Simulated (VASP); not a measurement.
# GaAs: quasiparticle gap under strain, part 3 of 4

How does the quasiparticle gap of GaAs follow strain, and does the starting functional get the slope right? The cell is of the zinc-blende type, one of the forms listed for this formula, which need not be the common one. The start is a cell from a database of measured crystal structures.

VASP 6.6.1, plane waves and PAW; the level of theory is named at each step.

So far, quasiparticle gap on the mesh (eV): step 4 (G0W0) 1.63. Also gap on the k-mesh (eV): step 3 (empty bands) 0.987; step 5 (ground state of a strained cell, scale 0.94) 1.49.

### Step 7. G0W0, scale 0.94

This step: G0W0 on r2SCAN; plane waves and PAW (As_GW, Ga_d_GW) (VASP 6.6.1).

G0W0 on the strained cell, with unchanged settings.

INCAR

```
SYSTEM = GaAs
PREC = Accurate
ENCUT = 430
ISMEAR = 0
SIGMA = 0.01
LREAL = .FALSE.
METAGGA = R2SCAN
LASPH = .TRUE.
NBANDS = 192
ALGO = EVGW0
NELMGW = 1
ENCUTGW = 150
NOMEGA = 48
PRECFOCK = Fast
NBANDSGW = 24
LWAVE = .FALSE.
LCHARG = .FALSE.
```

POSCAR

```
GaAs
1.0
    0.0000000000      2.7691429914      2.7691429914
    2.7691429914      0.0000000000      2.7691429914
    2.7691429914      2.7691429914      0.0000000000
As Ga
1 1
Direct
    0.7500000000      0.7500000000      0.7500000000
    0.0000000000      0.0000000000      0.0000000000
```

KPOINTS

```
Automatic mesh
0
Gamma
6 6 6
0 0 0
```

The projector-augmented-wave data sets are As_GW and Ga_d_GW (PBE family, release 64).

Started as:

```bash
$ mpirun -np 8 vasp_std
```

What it wrote:

```text
[banner, memory and clock lines left out]
running    8 mpi-ranks, on    1 nodes
[...]
[... a notice as in an earlier step ...]

 [... a notice as in an earlier step ...]

 [... a notice as in an earlier step ...]

 LDA part: xc-table for (None), standard interpolation
 found WAVECAR, reading the header
 POSCAR, INCAR and KPOINTS ok, starting setup
[...]
reading WAVECAR
 the WAVECAR file was read successfully
 initial charge from wavefunction
 available memory per node:     91.16 GB, setting MAXMEM to     93350

 The Fermi energy was updated, please check that it is located mid-gap
 values below the HOMO (VB) or above the LUMO (CB) will cause erroneous energies
 E-fermi :   4.9512

 calculate exact exchange contribution
 the WAVEDER file was read successfully
energies w=
    0.000    0.000    0.602    0.000    1.202    0.000    1.798    0.000
    2.386    0.000    2.966    0.000    3.536    0.000    4.096    0.000
    4.646    0.000    5.185    0.000    5.715    0.000    6.236    0.000
[...]
total number of BLAS operations       4682.23 Gflops
NQ=  12   -0.3333    0.3333    0.0000,
|.........|.........|.........|.........|.........|.........|.........|.........
 performed      21140000 updates of chi_q(r,r)
 total number of BLAS operations       5231.14 Gflops
NQ=  13    0.5000    0.5000    0.0000,
|.........|.........|.........|.........|.........|.........|.........|.........
 performed      22275000 updates of chi_q(r,r)
 total number of BLAS operations       5559.06 Gflops
NQ=  14    0.5000    0.3333    0.1667,
|.........|.........|.........|.........|.........|.........|.........|.........
 performed      24829000 updates of chi_q(r,r)
 total number of BLAS operations       6206.60 Gflops
NQ=  15   -0.3333    0.3333    0.1667,
|.........|.........|.........|.........|.........|.........|.........|.........
 performed      27236000 updates of chi_q(r,r)
 total number of BLAS operations       6830.56 Gflops
NQ=  16   -0.3333    0.5000    0.1667,
|.........|.........|.........|.........|.........|.........|.........|.........
 performed      29228000 updates of chi_q(r,r)
 total number of BLAS operations       7358.57 Gflops
 resolving degeneracies of screened two electron integrals

 calculate QP shifts <psi_nk| G(iteration)W_0 |psi_nk>: iteration 1
 entering main loop
```

It took 5.4 min on 8 MPI ranks of AMD EPYC 7R43, shared host; peak memory 2.3 GiB; 43 min of CPU time.

Parts of OUTCAR (step 7):

```text
 QP shifts <psi_nk| G(iteration)W_0 |psi_nk>: iteration 1
 for sc-GW calculations column KS-energies equals QP-energies in previous step
 and V_xc(KS)=  KS-energies - (<T + V_ion + V_H > + <T+V_H+V_ion>^1  + <V_x>^1)
 k-point   1 :       0.0000    0.0000    0.0000
  band No.  KS-energies  QP-energies   sigma(KS)   V_xc(KS)     V^pw_x(r,r')   Z            occupation Imag(sigma)
    ...
      6      -9.4822      -9.5068     -12.0440     -12.0066     -18.3352       0.6587       2.0000       0.9712
      7       4.2047       3.8745     -12.7983     -12.3771     -13.7610       0.7842       2.0000       0.0447
      8       4.2047       3.8745     -12.7983     -12.3771     -13.7610       0.7842       2.0000       0.0447
      9       4.2047       3.8745     -12.7983     -12.3771     -13.7610       0.7842       2.0000       0.0447
     10       5.6977       6.0670     -10.8097     -11.2784      -7.0425       0.7881       0.0000      -0.0620
     11       8.2517       8.3442     -10.0028     -10.1218      -5.7996       0.7777       0.0000      -0.0718
     12       8.2517       8.3442     -10.0028     -10.1218      -5.7996       0.7777       0.0000      -0.0718
     13       8.2517       8.3442     -10.0028     -10.1218      -5.7996       0.7777       0.0000      -0.0718
    ...

[... 2 parts as in an earlier step ...]

[... 1 further part left out ...]
[key lines of the parts left out:]
E-fermi :   4.9512
```

The gap is now 1.882 eV, +256 meV against the unstrained cell. Spin-orbit coupling is left out.

### Step 8. Ground state of a strained cell, scale 0.97

This step: r2SCAN; plane waves and PAW (As_GW, Ga_d_GW) (VASP 6.6.1).

The volume is scaled by 0.97, at the same cutoff, mesh and band count, and the chain is run again.

INCAR

```
SYSTEM = GaAs
PREC = Accurate
ENCUT = 430
EDIFF = 1E-08
NELM = 100
ISMEAR = 0
SIGMA = 0.01
LREAL = .FALSE.
ALGO = Normal
METAGGA = R2SCAN
LASPH = .TRUE.
NBANDS = 15
LORBIT = 11
LWAVE = .TRUE.
LCHARG = .FALSE.
KPAR = 8
```

POSCAR

```
GaAs
1.0
    0.0000000000      2.7982940072      2.7982940072
    2.7982940072      0.0000000000      2.7982940072
    2.7982940072      2.7982940072      0.0000000000
As Ga
1 1
Direct
    0.7500000000      0.7500000000      0.7500000000
    0.0000000000      0.0000000000      0.0000000000
```

KPOINTS is that of step 7.

Started as:

```bash
$ mpirun -np 8 vasp_std
```

What it wrote:

```text
[... set-up lines as in an earlier step ...]
 entering main loop
       N       E                     dE             d eps       ncg     rms          rms(c)
DAV:   1     0.915343532297E+02    0.91534E+02   -0.95770E+03   520   0.130E+03
DAV:   2    -0.228865445398E+02   -0.11442E+03   -0.11067E+03   522   0.310E+02
DAV:   3    -0.292424565576E+02   -0.63559E+01   -0.63186E+01   634   0.705E+01
DAV:   4    -0.294574881963E+02   -0.21503E+00   -0.21495E+00   638   0.144E+01
[...]
DAV:  15    -0.270487116505E+02    0.10873E-06   -0.24454E-08   536   0.399E-03    0.641E-05
DAV:  16    -0.270487116259E+02    0.24522E-07   -0.15288E-09   366   0.732E-04    0.230E-05
DAV:  17    -0.270487116170E+02    0.89308E-08   -0.64370E-10   338   0.590E-04
   1 F= -.27048712E+02 E0= -.27048712E+02  d E =-.165620E-14
 writing wavefunctions
```

It took 19 s on 8 MPI ranks; peak memory 1.1 GiB.

OUTCAR, selected parts (step 8):

```text
  Total        0.7621092      0.7621092      0.7621092      0.0000000      0.0000000      0.0000000
  in kB       27.8623497     27.8623497     27.8623497      0.0000000      0.0000000      0.0000000
  external PRESSURE =      27.8623497 kB  Pullay stress =       0.0000000 kB

 POSITION                                       TOTAL-FORCE (eV/Angst)
 -----------------------------------------------------------------------------------
      4.19744      4.19744      4.19744         0.000000      0.000000      0.000000
      0.00000      0.00000      0.00000        -0.000000     -0.000000     -0.000000
 -----------------------------------------------------------------------------------
    total drift:                               -0.000299     -0.000299     -0.000294

  FREE ENERGIE OF THE ION-ELECTRON SYSTEM (eV)
  ---------------------------------------------------
  free  energy   TOTEN  =       -27.0487116170 eV

  energy  without entropy=      -27.0487116170  energy(sigma->0) =      -27.04871162

[... 1 part as in an earlier step ...]

[... 2 further parts left out ...]
[key lines of the parts left out:]
E-fermi :   3.9441
```

The run ends at a pressure of 2.79 GPa.

### Step 9. Empty bands, scale 0.97

The empty bands are made again, for the run that follows.

INCAR

```
SYSTEM = GaAs
PREC = Accurate
ENCUT = 430
ISMEAR = 0
SIGMA = 0.01
LREAL = .FALSE.
METAGGA = R2SCAN
LASPH = .TRUE.
NBANDS = 192
ALGO = Exact
NELM = 1
LWAVE = .TRUE.
LCHARG = .FALSE.
LOPTICS = .TRUE.
NEDOS = 1000
CSHIFT = 0.1
```

POSCAR is that of step 8.

KPOINTS is that of step 8.

Started as:

```bash
$ mpirun -np 8 vasp_std
```

What it wrote:

```text
[... set-up lines as in an earlier step ...]
 entering main loop
       N       E                     dE             d eps       ncg     rms          rms(c)
DIA:   1    -0.270487116221E+02   -0.27049E+02    0.00000E+00     0   0.000E+00
   1 F= -.27048712E+02 E0= -.27048712E+02  d E =-.914298E-86
 writing wavefunctions
 optical routines
 imaginary and real dielectric function
 direction            1
 direction            2
 direction            3
```

It took 26 s on 8 MPI ranks; peak memory 1 GiB; 3.3 min of CPU time.

Parts of OUTCAR (step 9):

```text
  Total        0.7614078      0.7614078      0.7614078      0.0000000      0.0000000      0.0000000
  in kB       27.8367077     27.8367077     27.8367077      0.0000000      0.0000000      0.0000000
  external PRESSURE =      27.8367077 kB  Pullay stress =       0.0000000 kB

  FREE ENERGIE OF THE ION-ELECTRON SYSTEM (eV)
  ---------------------------------------------------
  free  energy   TOTEN  =       -27.0487116221 eV

  energy  without entropy=      -27.0487116221  energy(sigma->0) =      -27.04871162

[... 3 parts as in an earlier step ...]

[... 1 further part left out ...]
[key lines of the parts left out:]
E-fermi :   4.0318
```

### Step 10. G0W0, scale 0.97

This step: G0W0 on r2SCAN; plane waves and PAW (As_GW, Ga_d_GW) (VASP 6.6.1).

INCAR

```
SYSTEM = GaAs
PREC = Accurate
ENCUT = 430
ISMEAR = 0
SIGMA = 0.01
LREAL = .FALSE.
METAGGA = R2SCAN
LASPH = .TRUE.
NBANDS = 192
ALGO = EVGW0
NELMGW = 1
ENCUTGW = 150
NOMEGA = 48
PRECFOCK = Fast
NBANDSGW = 24
LWAVE = .FALSE.
LCHARG = .FALSE.
```

POSCAR is that of step 9.

KPOINTS is that of step 9.

Started as:

```bash
$ mpirun -np 8 vasp_std
```

What it wrote:

```text
[banner, memory and clock lines left out]
running    8 mpi-ranks, on    1 nodes
[...]
[... a notice as in an earlier step ...]

 [... a notice as in an earlier step ...]

 [... a notice as in an earlier step ...]

 LDA part: xc-table for (None), standard interpolation
 found WAVECAR, reading the header
 POSCAR, INCAR and KPOINTS ok, starting setup
[...]
reading WAVECAR
 the WAVECAR file was read successfully
 initial charge from wavefunction
 available memory per node:     88.24 GB, setting MAXMEM to     90356

 The Fermi energy was updated, please check that it is located mid-gap
 values below the HOMO (VB) or above the LUMO (CB) will cause erroneous energies
 E-fermi :   4.5115

 calculate exact exchange contribution
 the WAVEDER file was read successfully
energies w=
    0.000    0.000    0.546    0.000    1.089    0.000    1.628    0.000
    2.160    0.000    2.685    0.000    3.202    0.000    3.709    0.000
    4.206    0.000    4.694    0.000    5.174    0.000    5.646    0.000
[...]
total number of BLAS operations       4975.50 Gflops
NQ=  12   -0.3333    0.3333    0.0000,
|.........|.........|.........|.........|.........|.........|.........|.........
 performed      21140000 updates of chi_q(r,r)
 total number of BLAS operations       5524.42 Gflops
NQ=  13    0.5000    0.5000    0.0000,
|.........|.........|.........|.........|.........|.........|.........|.........
 performed      22275000 updates of chi_q(r,r)
 total number of BLAS operations       5852.33 Gflops
NQ=  14    0.5000    0.3333    0.1667,
|.........|.........|.........|.........|.........|.........|.........|.........
 performed      24829000 updates of chi_q(r,r)
 total number of BLAS operations       6582.38 Gflops
NQ=  15   -0.3333    0.3333    0.1667,
|.........|.........|.........|.........|.........|.........|.........|.........
 performed      27236000 updates of chi_q(r,r)
 total number of BLAS operations       7248.63 Gflops
NQ=  16   -0.3333    0.5000    0.1667,
|.........|.........|.........|.........|.........|.........|.........|.........
 performed      29228000 updates of chi_q(r,r)
 total number of BLAS operations       7812.03 Gflops
 resolving degeneracies of screened two electron integrals

 calculate QP shifts <psi_nk| G(iteration)W_0 |psi_nk>: iteration 1
 entering main loop
```

Run time: 7.8 min. Hardware: 8 MPI ranks; peak memory 2.4 GiB.

OUTCAR, selected parts (step 10):

```text
 QP shifts <psi_nk| G(iteration)W_0 |psi_nk>: iteration 1
 for sc-GW calculations column KS-energies equals QP-energies in previous step
 and V_xc(KS)=  KS-energies - (<T + V_ion + V_H > + <T+V_H+V_ion>^1  + <V_x>^1)
 k-point   1 :       0.0000    0.0000    0.0000
  band No.  KS-energies  QP-energies   sigma(KS)   V_xc(KS)     V^pw_x(r,r')   Z            occupation Imag(sigma)
    ...
      6      -9.5438      -9.5403     -11.9480     -11.9533     -18.2227       0.6511       2.0000       0.9438
      7       3.8945       3.5797     -12.6756     -12.2719     -13.6326       0.7797       2.0000       0.0410
      8       3.8945       3.5797     -12.6756     -12.2719     -13.6326       0.7797       2.0000       0.0410
      9       3.8945       3.5797     -12.6756     -12.2719     -13.6326       0.7797       2.0000       0.0410
     10       5.1284       5.4841     -10.8110     -11.2637      -7.1548       0.7857       0.0000      -0.0669
     11       7.9386       8.0213      -9.9195     -10.0262      -5.7127       0.7747       0.0000      -0.0777
     12       7.9386       8.0213      -9.9195     -10.0262      -5.7127       0.7747       0.0000      -0.0777
     13       7.9386       8.0213      -9.9195     -10.0262      -5.7127       0.7747       0.0000      -0.0777
    ...

[... 2 parts as in an earlier step ...]

[... 1 further part left out ...]
[key lines of the parts left out:]
E-fermi :   4.5115
```

The gap is now 1.904 eV, +278 meV against the unstrained cell. Spin-orbit coupling is left out.

### Step 11. Ground state of a strained cell, scale 1.03

This step: r2SCAN; plane waves and PAW (As_GW, Ga_d_GW) (VASP 6.6.1).

The volume is scaled by 1.03, at the same cutoff, mesh and band count, and the chain is run again.

INCAR

```
SYSTEM = GaAs
PREC = Accurate
ENCUT = 430
EDIFF = 1E-08
NELM = 100
ISMEAR = 0
SIGMA = 0.01
LREAL = .FALSE.
ALGO = Normal
METAGGA = R2SCAN
LASPH = .TRUE.
NBANDS = 15
LORBIT = 11
LWAVE = .TRUE.
LCHARG = .FALSE.
KPAR = 8
```

POSCAR

```
GaAs
1.0
    0.0000000000      2.8548404342      2.8548404342
    2.8548404342      0.0000000000      2.8548404342
    2.8548404342      2.8548404342      0.0000000000
As Ga
1 1
Direct
    0.7500000000      0.7500000000      0.7500000000
    0.0000000000      0.0000000000      0.0000000000
```

KPOINTS is that of step 10.

Started as:

```bash
$ mpirun -np 8 vasp_std
```

What it wrote:

```text
[... set-up lines as in an earlier step ...]
 entering main loop
       N       E                     dE             d eps       ncg     rms          rms(c)
DAV:   1     0.944916180311E+02    0.94492E+02   -0.97736E+03   535   0.134E+03
DAV:   2    -0.226833640066E+02   -0.11717E+03   -0.11372E+03   515   0.307E+02
DAV:   3    -0.292588932909E+02   -0.65755E+01   -0.65356E+01   655   0.719E+01
DAV:   4    -0.294815102521E+02   -0.22262E+00   -0.22257E+00   664   0.147E+01
[...]
DAV:  16    -0.270614352713E+02    0.28586E-07   -0.33292E-09   394   0.130E-03    0.365E-05
DAV:  17    -0.270614352557E+02    0.15523E-07   -0.11531E-09   338   0.760E-04    0.195E-05
DAV:  18    -0.270614352565E+02   -0.73851E-09   -0.22240E-10   380   0.224E-04
   1 F= -.27061435E+02 E0= -.27061435E+02  d E =-.745079E-12
 writing wavefunctions
```

The job ended after 28 s (8 MPI ranks; peak memory 1.1 GiB; 3.6 min of CPU time).

OUTCAR, selected parts (step 11):

```text
  Total       -0.5231196     -0.5231196     -0.5231196      0.0000000      0.0000000      0.0000000
  in kB      -18.0109263    -18.0109263    -18.0109263      0.0000000      0.0000000      0.0000000
  external PRESSURE =     -18.0109263 kB  Pullay stress =       0.0000000 kB

 POSITION                                       TOTAL-FORCE (eV/Angst)
 -----------------------------------------------------------------------------------
      4.28226      4.28226      4.28226         0.000000      0.000000      0.000000
      0.00000      0.00000      0.00000        -0.000000     -0.000000     -0.000000
 -----------------------------------------------------------------------------------
    total drift:                               -0.000337     -0.000337     -0.000329

  FREE ENERGIE OF THE ION-ELECTRON SYSTEM (eV)
  ---------------------------------------------------
  free  energy   TOTEN  =       -27.0614352565 eV

  energy  without entropy=      -27.0614352565  energy(sigma->0) =      -27.06143526

[... 1 part as in an earlier step ...]

[... 2 further parts left out ...]
[key lines of the parts left out:]
E-fermi :   3.3756
```

The run ends at a pressure of -1.80 GPa.

### Step 12. Empty bands, scale 1.03

The empty bands are made again, for the run that follows.

INCAR

```
SYSTEM = GaAs
PREC = Accurate
ENCUT = 430
ISMEAR = 0
SIGMA = 0.01
LREAL = .FALSE.
METAGGA = R2SCAN
LASPH = .TRUE.
NBANDS = 192
ALGO = Exact
NELM = 1
LWAVE = .TRUE.
LCHARG = .FALSE.
LOPTICS = .TRUE.
NEDOS = 1000
CSHIFT = 0.1
```

POSCAR is that of step 11.

KPOINTS is that of step 11.

Started as:

```bash
$ mpirun -np 8 vasp_std
```

What it wrote:

```text
[... set-up lines as in an earlier step ...]
 entering main loop
       N       E                     dE             d eps       ncg     rms          rms(c)
DIA:   1    -0.270614352538E+02   -0.27061E+02    0.00000E+00     0   0.000E+00
   1 F= -.27061435E+02 E0= -.27061435E+02  d E =-.630059E-36
 writing wavefunctions
 optical routines
 imaginary and real dielectric function
 direction            1
 direction            2
 direction            3
```

Elapsed: 31 s, on 8 MPI ranks; peak memory 1.1 GiB.

Parts of OUTCAR (step 12):

```text
  Total       -0.5222620     -0.5222620     -0.5222620      0.0000000      0.0000000      0.0000000
  in kB      -17.9813992    -17.9813992    -17.9813992      0.0000000      0.0000000      0.0000000
  external PRESSURE =     -17.9813992 kB  Pullay stress =       0.0000000 kB

  FREE ENERGIE OF THE ION-ELECTRON SYSTEM (eV)
  ---------------------------------------------------
  free  energy   TOTEN  =       -27.0614352538 eV

  energy  without entropy=      -27.0614352538  energy(sigma->0) =      -27.06143525

[... 3 parts as in an earlier step ...]

[... 1 further part left out ...]
[key lines of the parts left out:]
E-fermi :   3.4185
```

(Continued in part 4 of 4.)

[Lines on the potential files, build, host, timing and source positions are cut from VASP's logs without a mark.]

[Logs are printed without paths, hosts, clocks, repeated set-up lines and the standing remarks that a program may print on its own settings, such as how far it seeks lower states.]

[Hosts, paths, dates, database ids (printed as entryN), source tags and the programs' standing remarks are cut or masked in the printed files.]

[Pressures printed for these runs are not shown converged in the cutoff: they can be off by several GPa and have the wrong sign.]

[In band tables of VASP the shares of atoms and orbitals are scaled to a sum of 1 inside the atoms' spheres.]
